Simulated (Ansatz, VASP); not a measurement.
# Os (Osmium) in two plane-wave programs

Aim: how closely do two programs agree when they are given the same cell, functional and k mesh? The cell is taken from a series of runs on this material, whose earlier steps may have relaxed, scaled, displaced or heated it; both programs get it as it stands.

Method: plane waves, with VASP 6.6.1 beside it; zone-centre phonons at PBEsol, in Ansatz 0.2.0.

### 1. Starting point

Symmetry: P6_3/mmc, No. 194, hexagonal system. Conventional cell: a = 2.728 Å, b = 2.728 Å, c = 4.311 Å, α = 90.00°, β = 90.00°, γ = 120.00°. Os has 12 Os at 2.67 to 2.73 Å nearest.

### 2. Ansatz: zone-centre phonons, PBEsol

Ansatz runs on its PAW soft_1 files.

Second derivatives magnify differences that forces hide, and they need a tight electronic threshold.

input.yaml reads:

```yaml
crystal:
  lattice:
    - [2.7278821753, 0.0, 0.0]
    - [-1.3639410877, 2.3624152623, 0.0]
    - [0.0, 0.0, 4.3111672212]
  atoms:
    - { symbol: Os, position: [0.3333333333, 0.6666666667, 0.25] }
    - { symbol: Os, position: [0.6666666667, 0.3333333333, 0.75] }
kpoints:
  mp_grid: { grid: [18, 18, 12] }
hamiltonian:
  xc: pbesol
  pseudopotentials: { kind: paw, azcp: { folder: soft_1 }, xc_functional: pbe }
scf:
  occupations: { method: methfessel_paxton, width: 0.2 }
output:
  eigenvalues: true
phonons:
  method: dfpt
```

Launch:

```bash
$ ansatz run input.yaml --threads 4 --pin off --max-ram 10240MiB --backend cpu --events-out ev --progress --plain --runs-dir out
```

Numbers of over 12 decimals in the logs are rounded to 6 here.

The program printed:

```text
zone centre: on kpoints.mp_grid the ground state, and the responses unless they are solved on pairs of k-points, stand on 637 of the mesh's 3888 k-points, reduced under 4 symmetry operations, with k and −k counted as one. Each operation leaves every solved displacement unchanged or reverses it
Engine: ansatz 0.2.0, aarch64-unknown-linux-gnu
Pseudopotentials: kind: paw
Pseudopotential: Os, paw, valence charge 16, recommended cutoff 420 eV (normal), soft_1/Os.paw.azcp
Functional definition: PBEsol
  exchange = pbesol_x
  correlation = pbesol_c
Crystal: 2 atoms, lattice volume = 27.783 Å³
Basis set: ecut = 420 eV, 537 PW (Γ), exchange–correlation on 40×40×60 points (8 copies of the dense FFT grid, shifted against one another)
Bands: 20, of which v1, the nominal top of the filled ones, is band 16 counted from 1 (15 counted from 0)
Symmetry: 24 space group operations
k-points: 637 of 3888 (irreducible under 4 space group operations, time reversal used)
Non-local potential: Os, projectors of the file, l = 0: 3, l = 1: 2, l = 2: 2, l = 3: 1
PAW form: soft (Blöchl's): semilocal exchange-correlation on the pseudo side does not see the compensation charge
PAW frozen core: Os, regenerated for the run's functional, and the local potential with it (the file was generated under x = pbe(κ = 0.804, μ = 0.219515), c = pbe(β = 0.066725))
PAW one-centre angular grid: Os, 590 points (default); XC on 64 Gauss nodes
Initial density: superposition of atomic densities (chi_scale 0.1, normalization cell)
Initial wavefunctions: pseudopotential atomic-orbital guess
Functional: x = pbesol(κ = 0.804, μ = 0.123457), c = pbesol(β = 0.046)
SCF iter   1: F=—  HF=-22505.016587 eV  |F-HF|=—  |Δ(HF+E_count)|=         —  Δρ=6.35e-2  dr2=9.52e-1  ethr=3.10e-3  ⟨swp⟩=5.0  Hψ=115688  notcnv=0  defer=52
automatic band count: the SCF goes on with 24 bands, as 20 were too few: they end inside the smearing window of the response
preconditioner: auto → none  [metal: Δε(μ)=0.029 eV  Ē_g=12.176 eV  σ=0.200 eV  W_gap=0.12  n_scr=8 (ndim 8)  ℏωp=28.2 eV  f_vac=0.000  D(μ)=1.24/eV (n_scr^D=8)  sad-step TF]
SCF iter   2: F=—  HF=-22504.771771 eV  |F-HF|=—  |Δ(HF+E_count)|=   2.45e-1  S|Δr|=    0.00e0  Δρ=3.75e-2  dr2=3.24e-1  ethr=2.98e-3  ⟨swp⟩=2.0  Hψ=23088  notcnv=0  defer=724
SCF iter   3: F=—  HF=-22504.656863 eV  |F-HF|=—  |Δ(HF+E_count)|=   1.15e-1  S|Δr|=    0.00e0  Δρ=1.68e-3  dr2=3.42e-4  ethr=1.01e-3  ⟨swp⟩=2.0  Hψ=21699  notcnv=0  defer=724
SCF iter   4: F=—  HF=-22504.656557 eV  |F-HF|=—  |Δ(HF+E_count)|=   3.06e-4  S|Δr|=    0.00e0  Δρ=2.08e-4  dr2=4.67e-6  ethr=1.07e-6  ⟨swp⟩=2.2  Hψ=24057  notcnv=0  defer=941
SCF iter   5: F=—  HF=-22504.656556 eV  |F-HF|=—  |Δ(HF+E_count)|=   1.22e-6  S|Δr|=    0.00e0  Δρ=4.66e-5  dr2=4.29e-7  ethr=1.46e-8  ⟨swp⟩=2.0  Hψ=23833  notcnv=0  defer=941
SCF iter   6: F=—  HF=-22504.656562 eV  |F-HF|=—  |Δ(HF+E_count)|=   6.11e-6  S|Δr|=    0.00e0  Δρ=1.31e-5  dr2=3.74e-8  ethr=1.34e-9  ⟨swp⟩=2.6  Hψ=22800  notcnv=0  defer=1052
SCF iter   7: F=—  HF=-22504.656562 eV  |F-HF|=—  |Δ(HF+E_count)|=   1.42e-8  S|Δr|=    0.00e0  Δρ=2.53e-6  dr2=1.27e-9  ethr=1.17e-10  ⟨swp⟩=2.8  Hψ=22523  notcnv=0  defer=1052
SCF iter   8: F=-22504.656562 eV  HF=-22504.656562 eV  |F-HF|=3.64e-12  |Δ(HF+E_count)|=  4.26e-10  S|Δr|=    0.00e0  Δρ=1.01e-7  dr2=1.73e-12  ethr=1.00e-12  ⟨swp⟩=8.9  Hψ=86060  notcnv=0
SCF 1 converged in 8 iterations: F = -22504.656562 eV  dr2 = 1.73e-12
  greatest PAW one-centre occupation: 1.000 electrons in one spin orbital (limit 2), on the Os atom at site 1 (counted from 0), in its partial waves of l = 0
DFPT response loops at Γ: preconditioner auto → Kerker (q_TF=auto, 2.793 Å⁻¹) (partly filled bands, converged f_vac=0.000); β = 1.00, the filter's whole step (`scf.mixing.beta` (0.50) is not read by the response loops under this deck's `scf.mixing.preconditioner`; to damp them name `kerker` or `kerker_dos`, under which they read `scf.mixing.beta`, and type it under 1.00, their step now; both keys bind the ground state too); Broyden in place of MSR1
SCF converged after 8 iterations
Stability not checked: this state was not tested for a lower state beside it, because cold or Methfessel-Paxton smearing, or corrected tetrahedra, fill the levels in a way that the test cannot read (fill_not_monotonic; see scf.lower_state_search)
Free energy (F): -22504.656562 eV
Harris-Foulkes:  -22504.656562 eV  (|F-HF|=3.64e-12)
Internal energy: -22504.656738 eV  (E = F + TS)
E sigma→0 (E₀):  -22504.656606 eV
Entropy (-TS):   0.000176 eV (0.088 meV/atom)
Fermi energy:    26.052882 eV
--- Per-component energies (eV) ---
  E_band       = -129.386694
  E_kinetic    = 985.159966
  E_local      = -1813.700733  (includes V_loc(G=0)·N_el)
  E_nonlocal   = 398.206272
  E_hartree    = 648.901686
  E_xc         = -465.826447
  E_vxc        = -492.807626  (∫ρ·V_xc dr)
  E_paw        = -17829.672506  (= ΣΔE_a)
  E_vpaw       = -504.048837  (= ΣTr[D̂ρ^β])
  E_aug_tail   = 0.000877  (compensation charges beyond the density's cutoff)
  E_ewald      = -4428.221848
  E_core_change = 0.495995  (= ΣΔE_core)
  E_smearing   = 0.000176  (= −TS)
  E_closure    = -0.000000  (closes the sum)
  Σ components = -22504.656562   (vs F -22504.656562, Δ=0.00e0)
--- Band table (eV; the first three rows and the last of 637) ---
  k-point 0: bands = [... 12 lower, 23.2104, 23.8090, 23.8090, 24.4774, 24.4774, 26.0493, 27.7713, 27.7713, ... 4 higher]
  k-point 1: bands = [... 12 lower, 23.1582, 23.7498, 23.7498, 24.6154, 24.6154, 25.7535, 27.7854, 27.7854, ... 4 higher]
  k-point 2: bands = [... 12 lower, 23.0122, 23.5900, 23.5900, 24.9676, 24.9676, 25.0162, 27.8039, 27.8039, ... 4 higher]
  k-point 636: bands = [... 12 lower, 22.5841, 22.5841, 24.3931, 24.3931, 28.3666, 28.3666, 30.9518, 30.9518, ... 4 higher]
--- Phonons (Γ-DFPT): 2 representative perturbations + reference, on 637 of 3888 k-points (Σ response iterations 4) ---
  k mesh reduced under 4 symmetry operations, with k and −k counted as one. Each operation leaves every solved displacement unchanged or reverses it
  ASR residual: 1.384e-5 → 0.000e0 eV/Å²; symmetrization residual: 8.357e-10 eV/Å²
  ASR residual per site (eV/Å²): 1.38e-5 1.38e-5
  Γ frequencies (cm⁻¹): 0.00 0.00 0.00 166.33 166.33 225.25
  non-analytic LO–TO correction: not included (Born effective charges unavailable; polar crystals: no LO–TO splitting at Γ)
```

### 3. VASP: zone-centre phonons, PBEsol

The same cell, functional, mesh and smearing now go to VASP, with its own data sets.

Lines of VASP's logs that name or quote its potential files are left out, and so is its time.

INCAR reads:

```
SYSTEM = Os
PREC = Accurate
ENCUT = 600
EDIFF = 1E-08
NELM = 120
ISMEAR = 1
SIGMA = 0.2
LREAL = .FALSE.
ALGO = Normal
GGA = PS
NBANDS = 14
LASPH = .TRUE.
LORBIT = 11
LWAVE = .FALSE.
LCHARG = .FALSE.
ISIF = 2
IBRION = 8
GGA_COMPAT = .FALSE.
KPAR = 2
```

POSCAR reads:

```
Os
1.0
    2.7278821753      0.0000000000      0.0000000000
   -1.3639410877      2.3624152623      0.0000000000
    0.0000000000      0.0000000000      4.3111672212
Os
2
Direct
    0.3333333333      0.6666666667      0.2500000000
    0.6666666667      0.3333333333      0.7500000000
```

KPOINTS reads:

```
Automatic mesh
0
Gamma
18 18 12
0 0 0
```

The projector-augmented-wave data sets are Os (PBE family, release 64).

Launch:

```bash
$ mpirun -np 2 vasp_std
```

The program printed:

```text
[banner, memory and clock lines left out]
running    2 mpi-ranks, on    1 nodes
 distrk:  each k-point on    1 cores,    2 groups
 distr:  one band on    1 cores,    1 groups

 POSCAR found type information on POSCAR Os
 POSCAR found :  1 types and       2 ions
|                                                                             |
|               ----> ADVICE to this user running VASP <----                  |
|                                                                             |
|     You enforced a specific xc type in the INCAR file but a different       |
|     [... a line on the potential file left out ...]
|     I HOPE YOU KNOW WHAT YOU ARE DOING!                                     |
|                                                                             |

 LDA part: xc-table for (Slater+PW92), standard interpolation
 POSCAR, INCAR and KPOINTS ok, starting setup
 FFT: planning ... GRIDC
 FFT: planning ... GRID_SOFT
 FFT: planning ... GRID
 WAVECAR not read
 entering main loop
       N       E                     dE             d eps       ncg     rms          rms(c)
DAV:   1     0.117342155056E+03    0.11734E+03   -0.81897E+03  7252   0.124E+03
DAV:   2    -0.196252957880E+02   -0.13697E+03   -0.12092E+03  7402   0.370E+02
DAV:   3    -0.259537462432E+02   -0.63285E+01   -0.59674E+01  9558   0.694E+01
DAV:   4    -0.260274270342E+02   -0.73681E-01   -0.73443E-01  7932   0.774E+00
DAV:   5    -0.260278465812E+02   -0.41955E-03   -0.41952E-03  9466   0.529E-01    0.245E+01
DAV:   6    -0.248400720611E+02    0.11878E+01   -0.10981E+00  9022   0.921E+00    0.110E+01
DAV:   7    -0.244954801658E+02    0.34459E+00   -0.72987E-01  9166   0.741E+00    0.542E-01
DAV:   8    -0.244890900841E+02    0.63901E-02   -0.68509E-03  7396   0.660E-01    0.346E-01
DAV:   9    -0.244860901668E+02    0.29999E-02   -0.17289E-03  8482   0.460E-01    0.545E-02
DAV:  10    -0.244861122849E+02   -0.22118E-04   -0.68401E-05  9232   0.775E-02    0.103E-02
DAV:  11    -0.244860894865E+02    0.22798E-04   -0.52219E-06  8086   0.249E-02    0.133E-03
DAV:  12    -0.244860888677E+02    0.61874E-06   -0.13108E-07  8980   0.371E-03    0.845E-04
DAV:  13    -0.244860887470E+02    0.12076E-06   -0.27030E-09  5726   0.478E-04    0.293E-04
DAV:  14    -0.244860887151E+02    0.31892E-07   -0.35716E-10  4226   0.167E-04    0.136E-04
DAV:  15    -0.244860886956E+02    0.19454E-07   -0.12830E-10  4052   0.131E-04    0.101E-04
DAV:  16    -0.244860886881E+02    0.75210E-08   -0.18191E-11  4004   0.468E-05
   1 F= -.24486089E+02 E0= -.24486163E+02  d E =0.223617E-03
 Linear response reoptimize wavefunctions to high precision
DAV:   1    -0.244860886889E+02   -0.76716E-09   -0.31896E-12  4142   0.223E-05
DAV:   2    -0.244860886889E+02    0.43201E-11   -0.64446E-13  3884   0.880E-06
 Linear response DOF=           2
 Linear response progress:
  Degree of freedom:   1/  2
       N       E                     dE             d eps       ncg     rms          rms(c)
RMM:   1    -0.192577300390E+00   -0.19258E+00   -0.11144E-01 53874   0.254E+00
RMM:   2    -0.189059212534E+00    0.35181E-02   -0.16507E-03 42199   0.542E-01    0.149E-01
RMM:   3    -0.187829333547E+00    0.12299E-02   -0.51962E-04 49997   0.161E-01    0.847E-02
RMM:   4    -0.187077643936E+00    0.75169E-03   -0.79600E-04 50548   0.189E-01    0.107E-02
RMM:   5    -0.187135442312E+00   -0.57798E-04   -0.19305E-05 51532   0.312E-02    0.520E-03
RMM:   6    -0.187109044989E+00    0.26397E-04   -0.22357E-06 51768   0.101E-02    0.139E-03
RMM:   7    -0.187105638117E+00    0.34069E-05   -0.33649E-08 53083   0.177E-03    0.893E-04
RMM:   8    -0.187102001545E+00    0.36366E-05   -0.67380E-08 51533   0.143E-03    0.101E-04
RMM:   9    -0.187101515730E+00    0.48582E-06    0.12267E-08 53604   0.239E-04    0.263E-05
RMM:  10    -0.187101409780E+00    0.10595E-06   -0.24626E-09 53729   0.387E-05    0.564E-06
RMM:  11    -0.187101370219E+00    0.39561E-07   -0.56945E-09 53044   0.188E-05    0.162E-06
RMM:  12    -0.187101384335E+00   -0.14115E-07   -0.27555E-09 45453   0.153E-05    0.277E-07
RMM:  13    -0.187101385734E+00   -0.13994E-08   -0.18538E-09 20727   0.138E-05    0.159E-07
 first order change of Fermi-energy  -0.13591E-04
 force on displaced ion       1 direction 1 :  -9.661   0.001   0.000
 Linear response progress:
  Degree of freedom:   2/  2
       N       E                     dE             d eps       ncg     rms          rms(c)
RMM:   1    -0.246435027637E+00   -0.24644E+00   -0.14009E-01 19018   0.268E+00
RMM:   2    -0.237969673762E+00    0.84654E-02   -0.46168E-03 14194   0.759E-01    0.178E-01
RMM:   3    -0.237476517829E+00    0.49316E-03   -0.75832E-04 17657   0.167E-01    0.100E-01
RMM:   4    -0.237515000676E+00   -0.38483E-04   -0.35823E-04 17715   0.144E-01    0.123E-02
RMM:   5    -0.237576275976E+00   -0.61275E-04    0.21812E-05 18276   0.190E-02    0.532E-03
RMM:   6    -0.237583462288E+00   -0.71863E-05    0.83254E-06 17327   0.388E-03    0.383E-03
RMM:   7    -0.237593742704E+00   -0.10280E-04    0.94946E-07 17774   0.445E-03    0.435E-04
RMM:   8    -0.237590650475E+00    0.30922E-05   -0.47812E-07 18270   0.101E-03    0.156E-04
RMM:   9    -0.237588893378E+00    0.17571E-05    0.39796E-08 18162   0.336E-04    0.633E-05
RMM:  10    -0.237588826304E+00    0.67074E-07    0.14410E-07 17248   0.185E-04    0.440E-06
RMM:  11    -0.237588852854E+00   -0.26550E-07   -0.27823E-08 18664   0.510E-05    0.297E-06
RMM:  12    -0.237588850720E+00    0.21338E-08   -0.94925E-09 17604   0.248E-05    0.529E-07
 first order change of Fermi-energy   0.10822E-03
 force on displaced ion       1 direction 3 :  -0.000   0.000 -17.695
 Linear response finished
```

From OUTCAR (step 3):

```text
ion  position               nearest neighbor table
   1  0.333  0.667  0.250-   2 2.67   2 2.67   2 2.67   2 2.67   2 2.67   2 2.67
   2  0.667  0.333  0.750-   1 2.67   1 2.67   1 2.67   1 2.67   1 2.67   1 2.67

  LATTYP: Found a hexagonal cell.
 ALAT       =     2.7278821753
 C/A-ratio  =     1.5804081497

 Subroutine GETGRP returns: Found 24 space group operations
 (whereof 12 operations were pure point group operations)

The static configuration has the point symmetry D_3d.
 The point group associated with its full space group is D_6h.

 Found    259 irreducible k-points:

   k-points           NKPTS =    259   k-points in BZ     NKDIM =    259   number of bands    NBANDS=     14

   dimension x,y,z NGX =    24 NGY =   24 NGZ =   36
   dimension x,y,z NGXF=    48 NGYF=   48 NGZF=   72

   ENCUT  =  600.0 eV  44.10 Ry    6.64 a.u.   5.45  5.45  8.61*2*pi/ulx,y,z

   NELECT =      16.0000    total number of electrons

 k-points in reciprocal lattice and weights: Automatic mesh
   0.00000000  0.00000000  0.00000000       0.000
   0.05555556  0.00000000  0.00000000       0.002
   0.11111111  0.00000000  0.00000000       0.002
   0.16666667  0.00000000  0.00000000       0.002
   0.22222222  0.00000000  0.00000000       0.002
   0.27777778  0.00000000  0.00000000       0.002
   0.33333333  0.00000000  0.00000000       0.002
   0.38888889  0.00000000  0.00000000       0.002
   0.44444444  0.00000000  0.00000000       0.002
[...]
0.33333333  0.27777778  0.50000000       0.003
   0.33333333  0.33333333  0.50000000       0.001

 average (electrostatic) potential at core
       1 -42.9961       2 -42.9961

  Total        0.1049616      0.1049616      0.0899136     -0.0000000     -0.0000000     -0.0000000
  in kB        6.0529091      6.0529091      5.1851260     -0.0000000     -0.0000000     -0.0000000
  external PRESSURE =       5.7636481 kB  Pullay stress =       0.0000000 kB

  energy-cutoff  :      600.00
  volume of cell :       27.78
      direct lattice vectors                 reciprocal lattice vectors
     2.727882175  0.000000000  0.000000000     0.366584748  0.211647803  0.000000000
    -1.363941088  2.362415262  0.000000000     0.000000000  0.423295606  0.000000000
     0.000000000  0.000000000  4.311167221     0.000000000  0.000000000  0.231955744

 POSITION                                       TOTAL-FORCE (eV/Angst)
 -----------------------------------------------------------------------------------
     -0.00000      1.57494      1.07779         0.000000     -0.000000      0.000000
      1.36394      0.78747      3.23338        -0.000000      0.000000      0.000000
 -----------------------------------------------------------------------------------
    total drift:                               -0.000000      0.000000     -0.000000

 Eigenvectors and eigenvalues of the dynamical matrix
 ----------------------------------------------------

   1 f  =    6.743491 THz    42.370604 2PiTHz  224.938647 cm-1    27.888825 meV
             X         Y         Z           dx          dy          dz
     -0.000000  1.574944  1.077792    -0.000000    0.000000    0.707107
      1.363941  0.787472  3.233375     0.000000   -0.000000   -0.707107

   2 f  =    4.982791 THz    31.307796 2PiTHz  166.208002 cm-1    20.607157 meV
             X         Y         Z           dx          dy          dz
     -0.000000  1.574944  1.077792     0.638345   -0.304163   -0.000000
      1.363941  0.787472  3.233375    -0.638345    0.304163   -0.000000

   3 f  =    4.982791 THz    31.307796 2PiTHz  166.208002 cm-1    20.607157 meV
             X         Y         Z           dx          dy          dz
     -0.000000  1.574944  1.077792     0.304163    0.638345    0.000000
      1.363941  0.787472  3.233375    -0.304163   -0.638345    0.000000

   4 f  =    0.000000 THz     0.000001 2PiTHz    0.000003 cm-1     0.000000 meV
             X         Y         Z           dx          dy          dz
     -0.000000  1.574944  1.077792    -0.019515   -0.501348    0.498266
      1.363941  0.787472  3.233375    -0.019515   -0.501348    0.498266

   5 f/i=    0.000000 THz     0.000000 2PiTHz    0.000001 cm-1     0.000000 meV
             X         Y         Z           dx          dy          dz
     -0.000000  1.574944  1.077792     0.677138    0.129710    0.157033
      1.363941  0.787472  3.233375     0.677138    0.129710    0.157033

   6 f/i=    0.000000 THz     0.000000 2PiTHz    0.000001 cm-1     0.000000 meV
             X         Y         Z           dx          dy          dz
     -0.000000  1.574944  1.077792    -0.202739    0.481482    0.476520
      1.363941  0.787472  3.233375    -0.202739    0.481482    0.476520

 ELASTIC MODULI CONTR FROM IONIC RELAXATION (kBar)
 Direction    XX          YY          ZZ          XY          YZ          ZX
 --------------------------------------------------------------------------------
 XX         -39.3744     39.3744     -0.0000      0.0000     -0.0000      0.0000
 YY          39.3744    -39.3744      0.0000      0.0000     -0.0000      0.0000
 ZZ          -0.0000      0.0000     -0.0000      0.0000      0.0000     -0.0000
 XY           0.0000      0.0000      0.0000    -39.3744      0.0000     -0.0000
 YZ          -0.0000     -0.0000      0.0000      0.0000     -0.0000      0.0000
 ZX           0.0000      0.0000     -0.0000     -0.0000      0.0000     -0.0000
 --------------------------------------------------------------------------------
```

### 4. Comparison

Known differences besides the potentials themselves: the data sets hold 32 valence electrons in Ansatz (on its PAW soft_1 files) and 16 in VASP; the cutoff is 420 eV in Ansatz and 600 eV in VASP; Ansatz makes its cores anew for this functional, VASP keeps those of its PBE data sets. Total energies have different zeros and are not compared.

The two programs side by side:

```csv
quantity,Ansatz,VASP,difference
optical mode 1 to 2 (cm⁻¹),166.3,166.2,+0.07 %
optical mode 3 (cm⁻¹),225.2,224.9,+0.14 %
```

Modes are paired by rising frequency, not by their patterns, so a pair may set unlike modes beside each other; they are those without the splitting of longitudinal modes.

### 5. Summary of results

| Quantity | Value |
| --- | --- |
| r.m.s. difference of the optical zone-centre modes, each program's sorted by frequency (zone-centre phonons, PBEsol) | 0.21 cm⁻¹ |

In words: The r.m.s. difference of the optical zone-centre modes, each program's sorted by frequency is 0.21 cm⁻¹ (zone-centre phonons, PBEsol). The data sets hold unlike numbers of valence electrons (32 in Ansatz and 16 in VASP), so part of the differences comes from the potentials. Such differences can come from data sets, numerical settings and the points named under the comparisons, not from the functional's error against experiment.

[Lines on the potential files, build, host, timing and source positions are cut from VASP's logs without a mark.]

[Logs are printed without paths, hosts, clocks, repeated set-up lines and the standing remarks that a program may print on its own settings, such as how far it seeks lower states.]

[Hosts, paths, dates, database ids (printed as entryN), source tags and the programs' standing remarks are cut or masked in the printed files.]
